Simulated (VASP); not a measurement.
VASP input:

### POSCAR
```
AlCr2C
1
    2.8256650000     0.0000000000     0.0000000000
   -1.4128330000     2.4470970000     0.0000000000
    0.0000000000     0.0000000000    12.6038900000
Al Cr C
2 4 2
Direct
  0.6666670000   0.3333330000   0.2500000000
  0.3333330000   0.6666670000   0.7500000000
  0.3333330000   0.6666670000   0.4149400000
  0.6666670000   0.3333330000   0.5850600000
  0.6666670000   0.3333330000   0.9149400000
  0.3333330000   0.6666670000   0.0850600000
  0.0000000000   0.0000000000   0.5000000000
  0.0000000000   0.0000000000   0.0000000000
```

### INCAR
```
# general
SYSTEM  = AlCr2C
PREC    = Accurate
ENCUT   = 560   # plane-wave cut-off (eV)
LREAL   = .FALSE.
LASPH   = .TRUE.

# electronic loop
EDIFF   = 1E-09   # SCF stop (eV)
NELM    = 100
ALGO    = Normal
LMAXMIX = 4   # l cut-off of mixed one-centre charges

# smearing
ISMEAR  = 1   # Methfessel-Paxton
SIGMA   = 0.1

# functional
GGA     = PE

# ions
IBRION  = 2
NSW     = 50
ISIF    = 3   # ions, shape and volume
EDIFFG  = -0.005   # ionic stop

# output
LWAVE   = .FALSE.
LCHARG  = .FALSE.
```

File KPOINTS:
```
Automatic
0
gamma
13 13 3
0 0 0
```

POTCAR, in this order: Al Cr_pv C (PBE.64 set). Program: vasp_std.

Question: Translate this PBE calculation to Quantum ESPRESSO's pw.x.

Answer: One equivalent input (not run):
```
&CONTROL
  calculation = 'vc-relax'
  pseudo_dir = './pseudo'
  outdir = './out'
  tprnfor = .true.
  tstress = .true.
  nstep = 50
  forc_conv_thr = 0.00019
/
&SYSTEM
  ibrav = 0
  nat = 8
  ntyp = 3
  ecutwfc = 94
  occupations = 'smearing'
  smearing = 'methfessel-paxton'
  degauss = 0.00735
  input_dft = 'pbe'
/
&ELECTRONS
  conv_thr = 7.3e-11
  electron_maxstep = 100
/
&IONS
/
&CELL
/
ATOMIC_SPECIES
  Al 26.982 Al.upf
  Cr 51.996 Cr.upf
  C 12.011 C.upf
CELL_PARAMETERS angstrom
     2.8256650    0.0000000    0.0000000
    -1.4128330    2.4470970    0.0000000
     0.0000000    0.0000000   12.6038900
ATOMIC_POSITIONS crystal
  Al   0.6666670  0.3333330  0.2500000
  Al   0.3333330  0.6666670  0.7500000
  Cr   0.3333330  0.6666670  0.4149400
  Cr   0.6666670  0.3333330  0.5850600
  Cr   0.6666670  0.3333330  0.9149400
  Cr   0.3333330  0.6666670  0.0850600
  C    0.0000000  0.0000000  0.5000000
  C    0.0000000  0.0000000  0.0000000
K_POINTS automatic
  13 13 3 0 0 0
```
Limits of the translation: the potentials are each code's own (VASP's PAW set, PseudoDojo norm-conserving files in pw.x), so ENCUT and ecutwfc are chosen apart and not converted; conv_thr bounds pw.x's estimated SCF error, while EDIFF bounds the energy change between steps; forc_conv_thr acts on force components and is met together with etot_conv_thr.

The structure comes from a computed database's AlCr2C entry; how it stands against other phases isn't given here. This run relaxes it. Symmetry was kept, so distortions that lower it aren't found. The run is one of a series of settings (EDIFF = 1E-09, EDIFFG = -0.005, ENCUT = 560, IBRION = 2, ISIF = 3, NSW = 50, KPOINTS 13×13×3 Γ-centred mesh against the base run), some of them coarse on purpose.
